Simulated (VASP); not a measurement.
Method: PBE GGA, VASP's PBE PAW potentials (set 64) (plane waves; VASP).

VASP ran on this input.

**KPOINTS**
```
Automatic mesh
0
Gamma
7 7 7
0 0 0
```

POSCAR:
```
NaI
1
   -0.0000000000     3.2609662083     3.2609662083
    3.2609662083     0.0000000000     3.2609662083
    3.2609662083     3.2609662083     0.0000000000
Na I
1 1
Direct
  1.0000000000   0.0000000000   0.0000000000
  0.5000000000   0.5000000000   0.5000000000
```

**INCAR**
```
EDIFF = 1E-6
ENCUT = 500   # plane-wave cut-off (eV)
IBRION = 2
GGA = PE
SIGMA = 0.05   # width (eV)
ISMEAR = 0   # Gaussian
LASPH = .TRUE.   # aspherical one-centre terms
ISIF = 3
EDIFFG = -0.02   # ionic stop
LMAXMIX = 4   # l cut-off of mixed one-centre charges
ALGO = Normal
SYSTEM = NaI
LWAVE = .FALSE.
NSW = 40
LREAL = .FALSE.   # projection in real space or not
LCHARG = .FALSE.
NELM = 100
PREC = Accurate
```

POTCAR, in this order: Na_pv I (PBE.64 set). Program: vasp_std.

What will the output report for the number of irreducible k-points (NKPTS), largest plane-wave count, number of space-group operations, FFT grid (NGX, NGY, NGZ)?

```
Quantity                                      Result
--------------------------------------  ------------
number of irreducible k-points (NKPTS)            20
largest plane-wave count                        1807
number of space-group operations                  48
FFT grid (NGX, NGY, NGZ)                36 × 36 × 36
```

The compound is NaI in the rock salt structure. It was relaxed first.
